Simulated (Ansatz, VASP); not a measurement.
# Si11Ge3O28 (germanium-doped silica glass) in two plane-wave programs

One calculation is typed for both programs; each brings its own data sets. How far apart do they land? The structure shown is the start of the Ansatz relaxation below; VASP solves that cell, so the two are compared at the walk's first step.

Main program and level: Ansatz 0.2.0; plane waves, with VASP 6.6.1 beside it; single point at PBE.

## (1) Set-up

The cell holds 42 atoms: 3 Ge, 11 Si and 28 O. Its edges and angles: a = 8.296 Å, b = 8.296 Å, c = 8.296 Å, α = 90.0°, β = 90.0°, γ = 90.0°. As first built, before any earlier steps moved the atoms (in the runner's words): kind germanium-doped silica glass; units_of_the_quenched_model {'SiO2': 11, 'GeO2': 3}; melt_K 3000; rate_K_ps 100; atoms 42.

## (2) Ansatz: relaxation, PBE

Ansatz runs on its PAW soft_1 files.

The two programs are compared at the cell with which this relaxation starts, whose forces are those of its first step.

File input.yaml:

```yaml
crystal:
  lattice:
    - [8.2956701626, 0.0, 0.0]
    - [0.0, 8.2956701626, 0.0]
    - [0.0, 0.0, 8.2956701626]
  atoms:
    - { symbol: Ge, position: [0.714353, 0.592541, 0.101343] }
    - { symbol: Ge, position: [0.632338, 0.225028, 0.585818] }
    - { symbol: Ge, position: [0.746512, 0.577588, 0.714723] }
    - { symbol: Si, position: [0.031229, 0.161286, 0.737058] }
    - { symbol: Si, position: [0.092986, 0.300282, 0.387309] }
    - { symbol: Si, position: [0.422391, 0.759413, 0.609822] }
    - { symbol: Si, position: [0.382221, 0.163501, 0.889423] }
    - { symbol: Si, position: [0.016419, 0.798521, 0.145283] }
    - { symbol: Si, position: [0.560321, 0.266708, 0.198578] }
    - { symbol: Si, position: [0.893043, 0.154179, 0.095622] }
    - { symbol: Si, position: [0.287997, 0.62537, 0.294007] }
    - { symbol: Si, position: [0.377595, 0.046153, 0.390797] }
    - { symbol: Si, position: [0.077196, 0.781182, 0.75915] }
    - { symbol: Si, position: [0.458439, 0.845564, 0.070589] }
    - { symbol: O, position: [0.921284, 0.186155, 0.903129] }
    - { symbol: O, position: [0.701069, 0.418767, 0.592064] }
    - { symbol: O, position: [0.068209, 0.768965, 0.956447] }
    - { symbol: O, position: [0.971767, 0.274101, 0.234691] }
    - { symbol: O, position: [0.409637, 0.664072, 0.437116] }
    - { symbol: O, position: [0.962148, 0.980819, 0.140018] }
    - { symbol: O, position: [0.035488, 0.282728, 0.576425] }
    - { symbol: O, position: [0.431293, 0.950506, 0.235255] }
    - { symbol: O, position: [0.254117, 0.724891, 0.699467] }
    - { symbol: O, position: [0.221448, 0.148666, 0.37973] }
    - { symbol: O, position: [0.411517, 0.94645, 0.547303] }
    - { symbol: O, position: [0.506664, 0.213824, 0.751272] }
    - { symbol: O, position: [0.887811, 0.660927, 0.185108] }
    - { symbol: O, position: [0.155089, 0.770251, 0.277494] }
    - { symbol: O, position: [0.58166, 0.705794, 0.696231] }
    - { symbol: O, position: [0.772611, 0.085854, 0.580627] }
    - { symbol: O, position: [0.400804, 0.968238, 0.934385] }
    - { symbol: O, position: [0.635346, 0.781278, 0.055784] }
    - { symbol: O, position: [0.374245, 0.666648, 0.119305] }
    - { symbol: O, position: [0.209246, 0.203364, 0.825211] }
    - { symbol: O, position: [0.618401, 0.446375, 0.20925] }
    - { symbol: O, position: [0.739798, 0.511714, 0.913023] }
    - { symbol: O, position: [0.521744, 0.201665, 0.391647] }
    - { symbol: O, position: [0.058807, 0.968617, 0.710968] }
    - { symbol: O, position: [0.704161, 0.161829, 0.131544] }
    - { symbol: O, position: [0.93, 0.671544, 0.695089] }
    - { symbol: O, position: [0.419742, 0.247977, 0.066659] }
    - { symbol: O, position: [0.197253, 0.46192, 0.342219] }
  symmetry: { detect: false }
kpoints:
  mp_grid: { grid: [2, 2, 2] }
scf:
  occupations: { method: fermi_dirac, width: 0.05 }
hamiltonian:
  xc: pbe
  pseudopotentials: { kind: paw, azcp: { folder: soft_1 } }
output:
  forces: true
  stress: true
relax:
  f_tol: 0.04
  max_steps: 100
  escape_saddle: false
  cell: { stress_tol: 0.4, fix: [] }
```

Command:

```console
$ ansatz run input.yaml --threads 5 --pin off --max-ram 12800MiB --backend cpu --events-out ev --progress --plain --runs-dir out
```

Numbers of over 12 decimals in the logs are rounded to 6 here.

Output:

```text
Engine: ansatz 0.2.0, x86_64-unknown-linux-gnu
Pseudopotentials: kind: paw
Pseudopotential: Ge, paw, valence charge 14, recommended cutoff 420 eV (normal), soft_1/Ge.paw.azcp
Pseudopotential: Si, paw, valence charge 4, recommended cutoff 420 eV (normal), soft_1/Si.paw.azcp
Pseudopotential: O, paw, valence charge 6, recommended cutoff 420 eV (normal), soft_1/O.paw.azcp
Functional definition: PBE
  parameter kappa = 0.804
  parameter beta = 0.066725
  exchange = pbe_x(kappa = kappa, mu = beta*pi^2/3)
  correlation = pbe_c(beta = beta)
Crystal: 42 atoms, lattice volume = 570.893 Å³
Basis set: ecut = 420 eV, 11075 PW (Γ), exchange–correlation on 120×120×120 points (8 copies of the dense FFT grid, shifted against one another)
Bands: 169, of which v1, the nominal top of the filled ones, is band 127 counted from 1 (126 counted from 0)
Symmetry: 1 space group operations
k-points: 8
Non-local potential: Ge, projectors of the file, l = 0: 2, l = 1: 2, l = 2: 3, l = 3: 1
Non-local potential: Si, projectors of the file, l = 0: 2, l = 1: 2, l = 2: 1
Non-local potential: O, projectors of the file, l = 0: 2, l = 1: 2, l = 2: 1
PAW form: soft (Blöchl's): semilocal exchange-correlation on the pseudo side does not see the compensation charge
PAW one-centre angular grid: Ge, 590 points (default); XC on 64 Gauss nodes
PAW one-centre angular grid: Si, 110 points (default); XC on 64 Gauss nodes
PAW one-centre angular grid: O, 110 points (default); XC on 64 Gauss nodes
Initial density: superposition of atomic densities (chi_scale 0.1, normalization cell, long waves kept (reshape's long-wave potential 0.58 eV rms))
Initial wavefunctions: pseudopotential atomic-orbital guess
Functional: x = pbe(κ = 0.804, μ = 0.219515), c = pbe(β = 0.066725)
SCF iter   1: F=—  HF=-35819.372857 eV  |F-HF|=—  |Δ(HF+E_count)|=         —  Δρ=1.24e-1  dr2=7.86e1  ethr=3.10e-3  ⟨swp⟩=6.0  Hψ=6414  notcnv=0  defer=79
preconditioner: auto → Resta (q_TF=auto, 2.384 Å⁻¹)  ε∞=2.8  [insulator: Δε(μ)=4.294 eV  Ē_g=17.173 eV  σ=0.050 eV  W_gap=1.00  n_scr=122 (ndim 8)  ℏωp=23.3 eV  f_vac=0.114  D(μ)=0.00/eV (n_scr^D=0)  ε∞_Penn≈2.8]
SCF iter   2: F=—  HF=-35797.247433 eV  |F-HF|=—  |Δ(HF+E_count)|=    2.21e1  Δρ=4.45e-2  dr2=6.31e0  ethr=3.10e-3  ⟨swp⟩=3.0  Hψ=2648  notcnv=0  defer=300
SCF iter   3: F=—  HF=-35796.117444 eV  |F-HF|=—  |Δ(HF+E_count)|=    1.13e0  Δρ=2.00e-2  dr2=1.70e0  ethr=2.48e-3  ⟨swp⟩=2.1  Hψ=1613  notcnv=0  defer=300
SCF iter   4: F=—  HF=-35795.993476 eV  |F-HF|=—  |Δ(HF+E_count)|=   1.24e-1  Δρ=9.03e-3  dr2=4.04e-1  ethr=6.68e-4  ⟨swp⟩=3.2  Hψ=2142  notcnv=0  defer=300
SCF iter   5: F=—  HF=-35795.918091 eV  |F-HF|=—  |Δ(HF+E_count)|=   7.54e-2  Δρ=2.18e-3  dr2=2.71e-2  ethr=1.59e-4  ⟨swp⟩=2.4  Hψ=2536  notcnv=0  defer=299
SCF iter   6: F=—  HF=-35795.939461 eV  |F-HF|=—  |Δ(HF+E_count)|=   2.14e-2  Δρ=1.35e-3  dr2=8.74e-3  ethr=1.07e-5  ⟨swp⟩=2.0  Hψ=2106  notcnv=0  defer=299
SCF iter   7: F=—  HF=-35795.938678 eV  |F-HF|=—  |Δ(HF+E_count)|=   7.83e-4  Δρ=2.63e-4  dr2=4.89e-4  ethr=3.44e-6  ⟨swp⟩=2.0  Hψ=2069  notcnv=0  defer=299
SCF iter   8: F=—  HF=-35795.939199 eV  |F-HF|=—  |Δ(HF+E_count)|=   5.21e-4  Δρ=1.10e-4  dr2=6.93e-5  ethr=1.92e-7  ⟨swp⟩=2.0  Hψ=2115  notcnv=0  defer=299
SCF iter   9: F=—  HF=-35795.938666 eV  |F-HF|=—  |Δ(HF+E_count)|=   5.33e-4  Δρ=7.83e-5  dr2=2.68e-5  ethr=2.73e-8  ⟨swp⟩=2.0  Hψ=2053  notcnv=0  defer=299
SCF iter  10: F=—  HF=-35795.938661 eV  |F-HF|=—  |Δ(HF+E_count)|=   4.99e-6  Δρ=1.61e-5  dr2=1.49e-6  ethr=1.06e-8  ⟨swp⟩=2.0  Hψ=1989  notcnv=0  defer=299
SCF iter  11: F=—  HF=-35795.938662 eV  |F-HF|=—  |Δ(HF+E_count)|=   8.21e-7  Δρ=8.22e-6  dr2=3.01e-7  ethr=5.87e-10  ⟨swp⟩=2.0  Hψ=1989  notcnv=0  defer=299
SCF iter  12: F=-35795.938662 eV  HF=-35795.938662 eV  |F-HF|=1.91e-8  |Δ(HF+E_count)|=   6.51e-9  Δρ=2.51e-6  dr2=3.88e-8  ethr=3.94e-11  ⟨swp⟩=5.0  Hψ=4885  notcnv=0
SCF 1 converged in 12 iterations: F = -35795.938662 eV  dr2 = 3.88e-8
  greatest PAW one-centre occupation: 0.999 electrons in one spin orbital (limit 2), on the Ge atom at site 1 (counted from 0), in its partial waves of l = 2
relax step   1: F+E_penalty+E_count = -35795.93866171 eV  Δ(F+E_penalty+E_count) = +0.000e0 eV  max|allowed force component| = 1.906e0 eV/Å  Δτ_max = 0.0000 Å  P = +5.922 GPa  Ω = 570.893 Å³  (12 SCF iters, dr2 threshold 1.00e-7 eV, accepted)
Crystal: 42 atoms, lattice volume = 583.604 Å³
Basis set: ecut = 420 eV, 11425 PW (Γ), exchange–correlation on 120×120×120 points (8 copies of the dense FFT grid, shifted against one another)
Initial density: handed on by an earlier stage of this run
Initial wavefunctions: those handed on with the density
iter 1 solved again at ethr=4.11e-4 eV; its pass at ethr=3.10e-3 eV (dr2=1.04e0 eV) is discarded
SCF iter   1: F=—  HF=-35798.109779 eV  |F-HF|=—  |Δ(HF+E_count)|=         —  Δρ=1.98e-2  dr2=1.05e0  ethr=4.11e-4  ⟨swp⟩=4.4  Hψ=7658  notcnv=0
[...]
preconditioner: auto → Resta (q_TF=auto, 2.377 Å⁻¹)  ε∞=2.9  [insulator: Δε(μ)=3.115 eV  Ē_g=17.882 eV  σ=0.050 eV  W_gap=1.00  n_scr=132 (ndim 8)  ℏωp=24.6 eV  f_vac=0.189  D(μ)=0.00/eV (n_scr^D=0)  ε∞_Penn≈2.9]
[...]
SCF converged after 4 iterations
Free energy (F): -35799.661743 eV
Harris-Foulkes:  -35799.661743 eV  (|F-HF|=2.60e-9)
Internal energy: -35799.661743 eV  (E = F + TS)
E sigma→0 (E₀):  -35799.661743 eV
Fermi energy:    4.560260 eV
--- Per-component energies (eV) ---
  E_band       = -1655.529170
  E_kinetic    = 5549.339113
  E_local      = -23985.585300  (includes V_loc(G=0)·N_el)
  E_nonlocal   = 2379.442794
  E_hartree    = 9931.511816
  E_xc         = -2843.200065
  E_vxc        = -3283.855868  (∫ρ·V_xc dr)
  E_paw        = -16272.497406  (= ΣΔE_a)
  E_vpaw       = -2177.915087  (= ΣTr[D̂ρ^β])
  E_aug_tail   = 0.022787  (compensation charges beyond the density's cutoff)
  E_ewald      = -10558.695482
  E_smearing   = -0.000000  (= −TS)
  E_closure    = -0.000000  (closes the sum)
  Σ components = -35799.661743   (vs F -35799.661743, Δ=0.00e0)
--- Forces (eV/Å), atoms counted from 1 ---
  atom   1  Ge    -0.00665246     0.00082383    -0.01174487
  atom   2  Ge    -0.00328209    -0.00827363    -0.00984190
  atom   3  Ge    -0.02403890     0.00557190     0.00282375
  atom   4  Si    -0.01899253    -0.00313659    -0.00559595
  atom   5  Si     0.00633570    -0.00819355     0.00315107
  atom   6  Si     0.01088062     0.00844102     0.02142002
  atom   7  Si     0.01757394    -0.00405564    -0.00959268
  atom   8  Si     0.00616567     0.00502107     0.00157149
  atom   9  Si    -0.00810665    -0.00178447     0.00890961
  atom  10  Si    -0.01020661    -0.00309431    -0.00385886
  atom  11  Si     0.00641871    -0.00083734     0.00417211
  atom  12  Si     0.00769229    -0.00205558     0.01120938
  atom  13  Si     0.00071269    -0.00362999    -0.00803788
  atom  14  Si    -0.00458777    -0.00559524    -0.01098434
  atom  15  O      0.01587889     0.00114860    -0.01183261
  atom  16  O      0.00226940    -0.00122391    -0.00146084
  atom  17  O     -0.00067605    -0.00024835     0.00382616
  atom  18  O      0.00194511     0.00410457     0.00197277
  atom  19  O     -0.00502388    -0.00388817    -0.00721831
  atom  20  O      0.00332725    -0.00127517     0.00118262
  atom  21  O     -0.00022431    -0.00031249     0.00827916
  atom  22  O      0.00175781    -0.00156921    -0.00841723
  atom  23  O     -0.00565383     0.00018920    -0.00223146
  atom  24  O     -0.00415025     0.00352076     0.00062388
[...]
atom  35  O     -0.00511031    -0.00583464     0.00416342
  atom  36  O      0.00646470    -0.00170352     0.00426643
  atom  37  O     -0.00947347     0.00246405    -0.01148438
  atom  38  O      0.00110682     0.01162163     0.00301169
  atom  39  O      0.00690313    -0.00072521    -0.00237545
  atom  40  O      0.02089481     0.00741847     0.00092713
  atom  41  O      0.00229497     0.00071456    -0.00185449
  atom  42  O      0.00011248     0.00293610     0.00022867
  max |Σ_I F_I| component: 2.32e-5 eV/Å
--- Stress (GPa, compression-positive) ---
        0.010960      -0.005996       0.001736
       -0.005992       0.019544       0.034496
        0.001737       0.034498      -0.024655
  P = ⅓ Tr σ = 0.0019 GPa (0.019 kbar)
--- Relaxed structure (13 steps of the walk, 11 accepted, 2 SCFs on fresh bases) ---
  F+E_penalty+E_count = -35799.66174319 eV   max|allowed force component| = 2.404e-2 eV/Å   (the final SCF, on the basis selected at the relaxed cell)
  cell:  # Å, volume = 580.6143 Å³
    - [8.594224, -0.086092, -0.123648]
    - [-0.086092, 8.512884, 0.378086]
    - [-0.123648, 0.378086, 7.955317]
  atoms:
    - { symbol: Ge, position: [0.711734, 0.600739, 0.100668] }
    - { symbol: Ge, position: [0.667104, 0.245728, 0.612722] }
    - { symbol: Ge, position: [0.732015, 0.595382, 0.713265] }
    - { symbol: Si, position: [0.029021, 0.156298, 0.724159] }
    - { symbol: Si, position: [0.121745, 0.282702, 0.364727] }
    - { symbol: Si, position: [0.391165, 0.745815, 0.620230] }
    - { symbol: Si, position: [0.380681, 0.159514, 0.882549] }
    - { symbol: Si, position: [-0.00456202, 0.789244, 0.155367] }
    - { symbol: Si, position: [0.574496, 0.271009, 0.183538] }
    - { symbol: Si, position: [0.900942, 0.151002, 0.092230] }
    - { symbol: Si, position: [0.273751, 0.627054, 0.292875] }
    - { symbol: Si, position: [0.400841, 0.046080, 0.393797] }
    - { symbol: Si, position: [0.056845, 0.785426, 0.760002] }
    - { symbol: Si, position: [0.460144, 0.845799, 0.080916] }
    - { symbol: O, position: [0.933569, 0.196147, 0.894919] }
    - { symbol: O, position: [0.712194, 0.448966, 0.570135] }
    - { symbol: O, position: [0.039604, 0.755464, 0.964447] }
    - { symbol: O, position: [0.987753, 0.265835, 0.218908] }
    - { symbol: O, position: [0.390197, 0.648478, 0.453760] }
    - { symbol: O, position: [0.940076, 0.968951, 0.156054] }
    - { symbol: O, position: [0.057416, 0.283225, 0.553480] }
    - { symbol: O, position: [0.455400, 0.941822, 0.248330] }
    - { symbol: O, position: [0.225727, 0.711337, 0.715260] }
    - { symbol: O, position: [0.237610, 0.132378, 0.359203] }
    - { symbol: O, position: [0.408978, 0.937516, 0.569709] }
    - { symbol: O, position: [0.505576, 0.229712, 0.741151] }
    - { symbol: O, position: [0.871486, 0.651833, 0.226056] }
    - { symbol: O, position: [0.138359, 0.759354, 0.293494] }
    - { symbol: O, position: [0.551846, 0.694026, 0.724401] }
    - { symbol: O, position: [0.814738, 0.116400, 0.622022] }
    - { symbol: O, position: [0.399635, 0.966981, 0.925257] }
    - { symbol: O, position: [0.635755, 0.790589, 0.047986] }
    - { symbol: O, position: [0.361885, 0.679495, 0.115411] }
    - { symbol: O, position: [0.208097, 0.198399, 0.817862] }
    - { symbol: O, position: [0.604277, 0.453759, 0.218315] }
    - { symbol: O, position: [0.758124, 0.505811, 0.921464] }
    - { symbol: O, position: [0.539619, 0.193558, 0.389211] }
    - { symbol: O, position: [0.060142, 0.970394, 0.697134] }
    - { symbol: O, position: [0.715128, 0.174530, 0.117583] }
    - { symbol: O, position: [0.905687, 0.702952, 0.665340] }
    - { symbol: O, position: [0.424636, 0.245667, 0.058579] }
    - { symbol: O, position: [0.214962, 0.445883, 0.304466] }
```

Reading the cycles: dr2 is the Hartree energy of the density residual (eV), the measure of convergence; HF is the Harris–Foulkes estimate of the energy, which meets the free energy F at convergence.

[end of part 1 of 2]

[Lines on the potential files, build, host, timing and source positions are cut from VASP's logs without a mark.]

[Logs are printed without paths, hosts, clocks, repeated set-up lines and the standing remarks that a program may print on its own settings, such as how far it seeks lower states.]

[Hosts, paths, dates, database ids (printed as entryN), source tags and the programs' standing remarks are cut or masked in the printed files.]
